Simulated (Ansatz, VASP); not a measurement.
**Zr (Zirconium) in two plane-wave programs**

One calculation is typed for both programs; each brings its own data sets. How far apart do they land? The cell is taken from a series of runs on this material, whose earlier steps may have relaxed, scaled, displaced or heated it; both programs get it as it stands.

Method: plane waves, with VASP 6.6.1 beside it; zone-centre phonons at PBEsol, in Ansatz 0.2.0.

### Step 1. The structure

Symmetry: P6_3/mmc, No. 194, hexagonal system. The conventional cell has a = 3.186 Å, b = 3.186 Å, c = 5.112 Å, α = 90.00°, β = 90.00°, γ = 120.00°. Zr has 12 Zr at 3.15 to 3.19 Å nearest.

Coordinates:

```
Zr
1.0
     3.18584    0.00000    0.00000
    -1.59292    2.75902    0.00000
     0.00000    0.00000    5.11230
Zr
2
Cartesian
  0.0000 1.8393 1.2781
  1.5929 0.9197 3.8342
```

### Step 2. VASP: zone-centre phonons, PBEsol

Second derivatives magnify differences that forces hide, and they need a tight electronic threshold.

Lines of VASP's logs that name or quote its potential files are left out, and so is its time.

The input, INCAR:

```
SYSTEM = Zr
PREC = Accurate
ENCUT = 500
EDIFF = 1E-08
NELM = 120
ISMEAR = 1
SIGMA = 0.2
LREAL = .FALSE.
ALGO = Normal
GGA = PS
NBANDS = 18
LASPH = .TRUE.
LORBIT = 11
LWAVE = .FALSE.
LCHARG = .FALSE.
ISIF = 2
IBRION = 8
GGA_COMPAT = .FALSE.
KPAR = 2
```

The input, POSCAR:

```
Zr
1.0
    3.1858381473      0.0000000000      0.0000000000
   -1.5929190736      2.7590167679      0.0000000000
    0.0000000000      0.0000000000      5.1123032515
Zr
2
Direct
    0.3333333333      0.6666666667      0.2500000000
    0.6666666667      0.3333333333      0.7500000000
```

The input, KPOINTS:

```
Automatic mesh
0
Gamma
18 18 10
0 0 0
```

Potentials, in the order of the species: Zr_sv (PBE family, release 64).

Run with:

```
> mpirun -np 2 vasp_std
```

Numbers of over 12 decimals in the logs are rounded to 6 here.

The program printed:

```text
[banner, memory and clock lines left out]
running    2 mpi-ranks, on    1 nodes
 distrk:  each k-point on    1 cores,    2 groups
 distr:  one band on    1 cores,    1 groups

 POSCAR found type information on POSCAR Zr
 POSCAR found :  1 types and       2 ions
|                                                                             |
|               ----> ADVICE to this user running VASP <----                  |
|                                                                             |
|     You enforced a specific xc type in the INCAR file but a different       |
|     [... a line on the potential file left out ...]
|     I HOPE YOU KNOW WHAT YOU ARE DOING!                                     |
|                                                                             |

 LDA part: xc-table for (Slater+PW92), standard interpolation
 POSCAR, INCAR and KPOINTS ok, starting setup
 FFT: planning ... GRIDC
 FFT: planning ... GRID_SOFT
 FFT: planning ... GRID
 WAVECAR not read
 entering main loop
       N       E                     dE             d eps       ncg     rms          rms(c)
DAV:   1     0.209865942070E+03    0.20987E+03   -0.13191E+04  8008   0.129E+03
DAV:   2    -0.345435397832E+01   -0.21332E+03   -0.21000E+03  9504   0.378E+02
DAV:   3    -0.185833153369E+02   -0.15129E+02   -0.15003E+02 14362   0.729E+01
DAV:   4    -0.189373352922E+02   -0.35402E+00   -0.35364E+00  9458   0.118E+01
DAV:   5    -0.189480289556E+02   -0.10694E-01   -0.10690E-01 11778   0.141E+00    0.161E+01
DAV:   6    -0.182892366085E+02    0.65879E+00   -0.98941E-01  8646   0.781E+00    0.646E+00
DAV:   7    -0.181569589494E+02    0.13228E+00   -0.65669E-01 11574   0.546E+00    0.116E+00
DAV:   8    -0.181610928857E+02   -0.41339E-02   -0.36927E-02 10436   0.156E+00    0.286E-01
DAV:   9    -0.181613812838E+02   -0.28840E-03   -0.16380E-03 10338   0.379E-01    0.283E-02
DAV:  10    -0.181613551098E+02    0.26174E-04   -0.49171E-05 11688   0.415E-02    0.243E-02
DAV:  11    -0.181613560541E+02   -0.94427E-06   -0.99976E-06  8804   0.370E-02    0.232E-03
DAV:  12    -0.181613560706E+02   -0.16501E-07   -0.36917E-07 10946   0.415E-03    0.223E-03
DAV:  13    -0.181613558440E+02    0.22663E-06   -0.37284E-08  7898   0.147E-03    0.793E-04
DAV:  14    -0.181613557952E+02    0.48793E-07   -0.71207E-09  5010   0.100E-03    0.184E-04
DAV:  15    -0.181613557979E+02   -0.27890E-08   -0.76504E-10  4780   0.262E-04
   1 F= -.18161356E+02 E0= -.18161807E+02  d E =0.135407E-02
 Linear response reoptimize wavefunctions to high precision
DAV:   1    -0.181613557977E+02    0.19691E-09   -0.38339E-10  4938   0.193E-04
DAV:   2    -0.181613557978E+02   -0.15007E-10   -0.13959E-10  4650   0.787E-05
 Linear response DOF=           2
 Linear response progress:
  Degree of freedom:   1/  2
       N       E                     dE             d eps       ncg     rms          rms(c)
RMM:   1    -0.672962489710E+00   -0.67296E+00    0.27469E+00 38056   0.134E+01
RMM:   2    -0.624260010012E+00    0.48702E-01   -0.23749E-01 57270   0.270E+00    0.243E-01
RMM:   3    -0.625708009348E+00   -0.14480E-02   -0.37797E-02 70582   0.967E-01    0.799E-02
RMM:   4    -0.627968293614E+00   -0.22603E-02   -0.49895E-03 85497   0.356E-01    0.256E-02
RMM:   5    -0.628563272773E+00   -0.59498E-03   -0.93673E-04 84795   0.151E-01    0.179E-02
RMM:   6    -0.628607013077E+00   -0.43740E-04   -0.22338E-04 90571   0.654E-02    0.181E-02
RMM:   7    -0.628527757745E+00    0.79255E-04   -0.69833E-05 86340   0.381E-02    0.397E-03
RMM:   8    -0.628481767568E+00    0.45990E-04   -0.21551E-05 90830   0.176E-02    0.669E-03
RMM:   9    -0.628462041994E+00    0.19726E-04   -0.11826E-05 88812   0.105E-02    0.405E-03
RMM:  10    -0.628452576498E+00    0.94655E-05   -0.45612E-06 88836   0.729E-03    0.919E-04
RMM:  11    -0.628452770576E+00   -0.19408E-06   -0.40483E-06 93899   0.422E-03    0.317E-04
RMM:  12    -0.628454149491E+00   -0.13789E-05   -0.35728E-06 92487   0.277E-03    0.140E-04
RMM:  13    -0.628455332593E+00   -0.11831E-05   -0.19290E-06 91422   0.195E-03    0.398E-05
RMM:  14    -0.628455420975E+00   -0.88382E-07   -0.15551E-06 94304   0.146E-03    0.347E-05
[...]
RMM:  19    -0.628454435192E+00    0.27747E-06   -0.34355E-07 84358   0.603E-04    0.195E-05
RMM:  20    -0.628454281209E+00    0.15398E-06   -0.28580E-07 88393   0.520E-04    0.180E-05
RMM:  21    -0.628454386020E+00   -0.10481E-06   -0.21842E-07 87286   0.454E-04    0.855E-06
RMM:  22    -0.628454377370E+00    0.86502E-08   -0.16509E-07 90995   0.400E-04    0.128E-05
RMM:  23    -0.628454448280E+00   -0.70910E-07   -0.13522E-07 85248   0.359E-04    0.205E-05
RMM:  24    -0.628454371729E+00    0.76551E-07   -0.10704E-07 84144   0.326E-04    0.199E-05
RMM:  25    -0.628454269833E+00    0.10190E-06   -0.86615E-08 82248   0.300E-04    0.132E-05
RMM:  26    -0.628454261315E+00    0.85177E-08   -0.72348E-08 86534   0.271E-04    0.170E-05
 first order change of Fermi-energy   0.16036E-04
 force on displaced ion       1 direction 1 :  -0.749  -0.000   0.000
 Linear response progress:
  Degree of freedom:   2/  2
       N       E                     dE             d eps       ncg     rms          rms(c)
RMM:   1    -0.792237566720E+00   -0.79224E+00    0.29676E+00 12991   0.135E+01
RMM:   2    -0.743003956925E+00    0.49234E-01   -0.26038E-01 19352   0.276E+00    0.259E-01
RMM:   3    -0.746375630209E+00   -0.33717E-02   -0.45614E-02 23559   0.992E-01    0.896E-02
RMM:   4    -0.749083426535E+00   -0.27078E-02   -0.57503E-03 26769   0.363E-01    0.325E-02
RMM:   5    -0.749414936188E+00   -0.33151E-03   -0.99183E-04 28378   0.153E-01    0.205E-02
RMM:   6    -0.749320633143E+00    0.94303E-04    0.29992E-04 29248   0.687E-02    0.164E-02
RMM:   7    -0.749185017729E+00    0.13562E-03    0.74748E-05 29133   0.387E-02    0.541E-03
RMM:   8    -0.749192061654E+00   -0.70439E-05   -0.44116E-05 29040   0.207E-02    0.144E-03
RMM:   9    -0.749173169759E+00    0.18892E-04   -0.16879E-05 30293   0.114E-02    0.327E-04
RMM:  10    -0.749173027175E+00    0.14258E-06   -0.15622E-05 30845   0.635E-03    0.295E-04
RMM:  11    -0.749174283227E+00   -0.12561E-05   -0.21030E-05 30553   0.384E-03    0.155E-04
RMM:  12    -0.749175848911E+00   -0.15657E-05   -0.14893E-05 29844   0.275E-03    0.661E-05
RMM:  13    -0.749175881989E+00   -0.33079E-07   -0.12694E-05 30763   0.195E-03    0.444E-05
RMM:  14    -0.749176017947E+00   -0.13596E-06   -0.66612E-06 29034   0.149E-03    0.278E-05
RMM:  15    -0.749175778728E+00    0.23922E-06   -0.58123E-06 29633   0.116E-03    0.422E-05
RMM:  16    -0.749175589882E+00    0.18885E-06   -0.31451E-06 30877   0.911E-04    0.581E-05
RMM:  17    -0.749175759019E+00   -0.16914E-06   -0.39174E-06 29614   0.729E-04    0.692E-05
RMM:  18    -0.749175727110E+00    0.31910E-07   -0.30294E-06 30028   0.593E-04    0.761E-05
RMM:  19    -0.749175716114E+00    0.10996E-07   -0.32634E-06 27709   0.494E-04    0.877E-05
RMM:  20    -0.749175841034E+00   -0.12492E-06   -0.31021E-06 25993   0.424E-04    0.817E-05
 first order change of Fermi-energy  -0.13381E-03
 force on displaced ion       1 direction 3 :  -0.000   0.000  -4.329
 Linear response finished
```

OUTCAR, selected parts (step 2):

```text
ion  position               nearest neighbor table
   1  0.333  0.667  0.250-   2 3.15   2 3.15   2 3.15   2 3.15   2 3.15   2 3.15
   2  0.667  0.333  0.750-   1 3.15   1 3.15   1 3.15   1 3.15   1 3.15   1 3.15

  LATTYP: Found a hexagonal cell.
 ALAT       =     3.1858381473
 C/A-ratio  =     1.6046964771

 Subroutine GETGRP returns: Found 24 space group operations
 (whereof 12 operations were pure point group operations)

The static configuration has the point symmetry D_3d.
 The point group associated with its full space group is D_6h.

 Found    222 irreducible k-points:

   k-points           NKPTS =    222   k-points in BZ     NKDIM =    222   number of bands    NBANDS=     18

   dimension x,y,z NGX =    24 NGY =   24 NGZ =   40
   dimension x,y,z NGXF=    48 NGYF=   48 NGZF=   80

   ENCUT  =  500.0 eV  36.75 Ry    6.06 a.u.   5.81  5.81  9.32*2*pi/ulx,y,z

   NELECT =      24.0000    total number of electrons

 k-points in reciprocal lattice and weights: Automatic mesh
   0.00000000  0.00000000  0.00000000       0.000
   0.05555556  0.00000000  0.00000000       0.002
   0.11111111  0.00000000  0.00000000       0.002
   0.16666667  0.00000000  0.00000000       0.002
   0.22222222 -0.00000000  0.00000000       0.002
   0.27777778  0.00000000  0.00000000       0.002
   0.33333333  0.00000000  0.00000000       0.002
   0.38888889  0.00000000  0.00000000       0.002
   0.44444444 -0.00000000  0.00000000       0.002
[...]
0.33333333  0.27777778  0.50000000       0.004
   0.33333333  0.33333333  0.50000000       0.001

 average (electrostatic) potential at core
       1 -73.9429       2 -73.9429

  Total        0.0111945      0.0111945      0.0106765      0.0000000      0.0000000      0.0000000
  in kB        0.3991346      0.3991346      0.3806673      0.0000000      0.0000000      0.0000000
  external PRESSURE =       0.3929788 kB  Pullay stress =       0.0000000 kB

  energy-cutoff  :      500.00
  volume of cell :       44.94
      direct lattice vectors                 reciprocal lattice vectors
     3.185838147  0.000000000  0.000000000     0.313889141  0.181223980  0.000000000
    -1.592919074  2.759016768  0.000000000     0.000000000  0.362447960  0.000000000
     0.000000000  0.000000000  5.112303252     0.000000000  0.000000000  0.195606550

 POSITION                                       TOTAL-FORCE (eV/Angst)
 -----------------------------------------------------------------------------------
     -0.00000      1.83934      1.27808         0.000000      0.000000      0.000000
      1.59292      0.91967      3.83423        -0.000000      0.000000      0.000000
 -----------------------------------------------------------------------------------
    total drift:                               -0.000000      0.000000     -0.000000

 Eigenvectors and eigenvalues of the dynamical matrix
 ----------------------------------------------------

   1 f  =    4.816200 THz    30.261080 2PiTHz  160.651155 cm-1    19.918196 meV
             X         Y         Z           dx          dy          dz
     -0.000000  1.839345  1.278076     0.000000    0.000000   -0.707107
      1.592919  0.919672  3.834227     0.000000    0.000000    0.707107

   2 f  =    2.002865 THz    12.584374 2PiTHz   66.808396 cm-1     8.283182 meV
             X         Y         Z           dx          dy          dz
     -0.000000  1.839345  1.278076     0.535131    0.462207    0.000000
      1.592919  0.919672  3.834227    -0.535131   -0.462207    0.000000

   3 f  =    2.002865 THz    12.584374 2PiTHz   66.808396 cm-1     8.283182 meV
             X         Y         Z           dx          dy          dz
     -0.000000  1.839345  1.278076    -0.462207    0.535131    0.000000
      1.592919  0.919672  3.834227     0.462207   -0.535131    0.000000

   4 f  =    0.000000 THz     0.000000 2PiTHz    0.000000 cm-1     0.000000 meV
             X         Y         Z           dx          dy          dz
     -0.000000  1.839345  1.278076     0.000000   -0.000000    0.707107
      1.592919  0.919672  3.834227     0.000000    0.000000    0.707107

   5 f/i=    0.000000 THz     0.000000 2PiTHz    0.000000 cm-1     0.000000 meV
             X         Y         Z           dx          dy          dz
     -0.000000  1.839345  1.278076    -0.180612   -0.683651    0.000000
      1.592919  0.919672  3.834227    -0.180612   -0.683651    0.000000

   6 f/i=    0.000000 THz     0.000000 2PiTHz    0.000001 cm-1     0.000000 meV
             X         Y         Z           dx          dy          dz
     -0.000000  1.839345  1.278076    -0.683651    0.180612    0.000000
      1.592919  0.919672  3.834227    -0.683651    0.180612    0.000000

 ELASTIC MODULI CONTR FROM IONIC RELAXATION (kBar)
 Direction    XX          YY          ZZ          XY          YZ          ZX
 --------------------------------------------------------------------------------
 XX         -55.5166     55.5166     -0.0000     -0.0000     -0.0000      0.0000
 YY          55.5166    -55.5166     -0.0000     -0.0000     -0.0000      0.0000
 ZZ          -0.0000     -0.0000     -0.0000     -0.0000     -0.0000      0.0000
 XY          -0.0000     -0.0000     -0.0000    -55.5166     -0.0000      0.0000
 YZ          -0.0000     -0.0000     -0.0000     -0.0000     -0.0000      0.0000
 ZX           0.0000      0.0000      0.0000      0.0000      0.0000     -0.0000
 --------------------------------------------------------------------------------
```

(Continued in part 2 of 2.)

[Lines on the potential files, build, host, timing and source positions are cut from VASP's logs without a mark.]

[Logs are printed without paths, hosts, clocks, repeated set-up lines and the standing remarks that a program may print on its own settings, such as how far it seeks lower states.]

[Hosts, paths, dates, database ids (printed as entryN), source tags and the programs' standing remarks are cut or masked in the printed files.]
